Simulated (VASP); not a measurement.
All values below come from PBE GGA, VASP's PBE PAW potentials (set 64) (plane waves; VASP).

A VASP calculation is set up with these files.

### POSCAR
```
NiSi2
5.546060
  0.0000000000   0.5000000000   0.4994127362
  0.4983966996   0.0000000000   0.4994127362
  0.4983966996   0.5000000000   0.0000000000
Si Ni
2 1
Direct
  0.2500000000   0.2500000000   0.2500000000
  0.7500000000   0.7500000000   0.7500000000
 -0.0072690000   0.0072690000   0.0072690000
```

INCAR:
```
SYSTEM = NiSi2
PREC = Accurate
ENCUT = 400
EDIFF = 1E-6
NELM = 100
ALGO = Normal
LREAL = .FALSE.
LASPH = .TRUE.
ISMEAR = 1
SIGMA = 0.1
GGA = PE
LMAXMIX = 4
LWAVE = .FALSE.
LCHARG = .FALSE.
ISIF = 2
KSPACING = 0.16
KGAMMA = .FALSE.
```

POTCAR, in this order: Si Ni (PBE.64 set). Program: vasp_std.

Output

File OUTCAR:
```
 ion  position               nearest neighbor table
   1  0.250  0.250  0.250-   3 2.38   3 2.38   3 2.42   3 2.42   2 2.76   2 2.76   2 2.77   2 2.77
                             2 2.77   2 2.77
   2  0.750  0.750  0.750-   3 2.38   3 2.38   3 2.42   3 2.42   1 2.76   1 2.76   1 2.77   1 2.77
                             1 2.77   1 2.77
   3  0.993  0.007  0.007-   2 2.38   2 2.38   1 2.38   1 2.38   2 2.42   1 2.42   1 2.42   2 2.42
  LATTYP: Found a face centered orthorhombic cell.
 ALAT       =     5.5282760000
 B/A-ratio  =     1.0020386102
 C/A-ratio  =     1.0032169161
 Subroutine PRICEL returns:
 Original cell was already a primitive cell.
 Subroutine GETGRP returns: Found  4 space group operations
The static configuration has the point symmetry C_2v.
The dynamic configuration has the point symmetry C_2v.
 Subroutine INISYM returns: Found  4 space group operations
 Subroutine IBZKPT returns following result:
 Found    343 irreducible k-points:

 Following reciprocal coordinates:
            Coordinates               Weight
  0.000000  0.000000  0.000000      1.000000
  0.076923 -0.000000  0.000000      8.000000
  0.153846  0.000000  0.000000      8.000000
  0.230769 -0.000000  0.000000      8.000000
  0.307692  0.000000  0.000000      8.000000
  0.384615 -0.000000  0.000000      8.000000
  0.461538  0.000000  0.000000      8.000000
  0.076923  0.076923  0.000000      2.000000
  0.153846  0.076923  0.000000      8.000000
  0.230769  0.076923  0.000000      8.000000
  0.307692  0.076923  0.000000      8.000000
  0.384615  0.076923 -0.000000      8.000000
  0.461538  0.076923  0.000000      8.000000
 -0.461538  0.076923  0.000000      8.000000
 -0.384615  0.076923  0.000000      8.000000
 -0.307692  0.076923  0.000000      8.000000
 -0.230769  0.076923  0.000000      8.000000
 -0.153846  0.076923 -0.000000      8.000000
 -0.076923  0.076923  0.000000      4.000000
  0.153846  0.153846  0.000000      2.000000
  0.230769  0.153846  0.000000      8.000000
  0.307692  0.153846  0.000000      8.000000
  0.384615  0.153846 -0.000000      8.000000
  0.461538  0.153846  0.000000      8.000000
 -0.461538  0.153846  0.000000      8.000000
 -0.384615  0.153846 -0.000000      8.000000
 -0.307692  0.153846 -0.000000      8.000000
 -0.230769  0.153846 -0.000000      8.000000
 -0.153846  0.153846  0.000000      4.000000
  0.230769  0.230769  0.000000      2.000000
  0.307692  0.230769  0.000000      8.000000
  0.384615  0.230769 -0.000000      8.000000
  0.461538  0.230769  0.000000      8.000000
 -0.461538  0.230769  0.000000      8.000000
 -0.384615  0.230769 -0.000000      8.000000
 -0.307692  0.230769 -0.000000      8.000000
 -0.230769  0.230769  0.000000      4.000000
  0.307692  0.307692  0.000000      2.000000
  0.384615  0.307692 -0.000000      8.000000
  0.461538  0.307692  0.000000      8.000000
   k-points           NKPTS =    343   k-points in BZ     NKDIM =    343   number of bands    NBANDS=     13
   number of dos      NEDOS =    301   number of ions     NIONS =      3
   total plane-waves  NPLWV =  21952
   dimension x,y,z NGX =    28 NGY =   28 NGZ =   28
   dimension x,y,z NGXF=    56 NGYF=   56 NGZF=   56
   ions per type =               2   1
   PREC   = accura    normal or accurate (medium, high low for compatibility)
   ISTART =      0    job   : 0-new  1-cont  2-samecut
   ICHARG =      2    charge: 1-file 2-atom 10-const
   ISPIN  =      1    spin polarized calculation?
   LNONCOLLINEAR =      F non collinear calculations
   LSORBIT =      F    spin-orbit coupling
   INIWAV =      1    electr: 0-lowe 1-rand  2-diag
   ENCUT  =  400.0 eV  29.40 Ry    5.42 a.u.   6.39  6.38  6.38*2*pi/ulx,y,z
...
```

### OSZICAR
```
       N       E                     dE             d eps       ncg     rms          rms(c)
DAV:   1     0.598142633478E+02    0.59814E+02   -0.66492E+03  9046   0.112E+03
DAV:   2    -0.157972830573E+02   -0.75612E+02   -0.71026E+02  9183   0.224E+02
DAV:   3    -0.191941711493E+02   -0.33969E+01   -0.32991E+01 11530   0.530E+01
DAV:   4    -0.192621518717E+02   -0.67981E-01   -0.67837E-01 10552   0.724E+00
DAV:   5    -0.192640525230E+02   -0.19007E-02   -0.19003E-02 11737   0.125E+00    0.158E+01
DAV:   6    -0.246934850390E+02   -0.54294E+01   -0.56507E+01  9424   0.184E+02    0.265E+01
DAV:   7    -0.175032978954E+02    0.71902E+01   -0.16300E+01 10688   0.114E+02    0.449E+00
DAV:   8    -0.173517628086E+02    0.15154E+00   -0.25236E+00 12998   0.281E+01    0.245E+00
DAV:   9    -0.173191955706E+02    0.32567E-01   -0.29534E-01 11056   0.102E+01    0.670E-01
DAV:  10    -0.173167517198E+02    0.24439E-02   -0.11927E-02 11601   0.240E+00    0.279E-01
DAV:  11    -0.173168903751E+02   -0.13866E-03   -0.13076E-03 10721   0.287E-01    0.429E-02
DAV:  12    -0.173169303750E+02   -0.40000E-04   -0.48906E-05 11597   0.907E-02    0.254E-02
DAV:  13    -0.173169320589E+02   -0.16839E-05   -0.29002E-05 10683   0.108E-01    0.844E-03
DAV:  14    -0.173169323433E+02   -0.28438E-06   -0.26706E-06 10448   0.187E-02
   1 F= -.17316932E+02 E0= -.17316735E+02  d E =-.591476E-03
```

File OUTCAR:
```
------------------------ aborting loop because EDIFF is reached ----------------------------------------
  FORCE on cell =-STRESS in cart. coord.  units (eV):
  Direction    XX          YY          ZZ          XY          YZ          ZX
  --------------------------------------------------------------------------------------
  Total       -1.7530851     -1.7504673     -1.7447963      0.0000000      0.0000000      0.0000000
  in kB      -66.1492809    -66.0505006    -65.8365185      0.0000000      0.0000000      0.0000000
  external PRESSURE =     -66.0121000 kB  Pullay stress =       0.0000000 kB
  volume of cell :       42.46
      direct lattice vectors                 reciprocal lattice vectors
     0.000000000  2.773030000  2.769773000    -0.180888219  0.180308183  0.180520209
     2.764138000  0.000000000  2.769773000     0.180888219 -0.180308183  0.180520209
     2.764138000  2.773030000  0.000000000     0.180888219  0.180308183 -0.180520209
 POSITION                                       TOTAL-FORCE (eV/Angst)
 -----------------------------------------------------------------------------------
      1.38207      1.38651      1.38489         0.151424      0.000000     -0.000000
      4.14621      4.15954      4.15466         0.151424      0.000000      0.000000
      0.04019      2.77303      2.76977        -0.302847      0.000000      0.000000
 -----------------------------------------------------------------------------------
    total drift:                               -0.000224     -0.000002     -0.000002
  FREE ENERGIE OF THE ION-ELECTRON SYSTEM (eV)
  ---------------------------------------------------
  free  energy   TOTEN  =       -17.3169323433 eV

  energy  without entropy=      -17.3163408673  energy(sigma->0) =      -17.31673518
```
(Selected blocks of OUTCAR.)

The compound is NiSi2 in the fluorite structure. The cell was not relaxed at this level, atoms are displaced from their ideal sites. The run is one of a series of settings (KGAMMA = .FALSE., KSPACING = 0.16, KPOINTS file removed against the base run), some of them coarse on purpose. The run is not spin-polarised, so no magnetic state was tried.
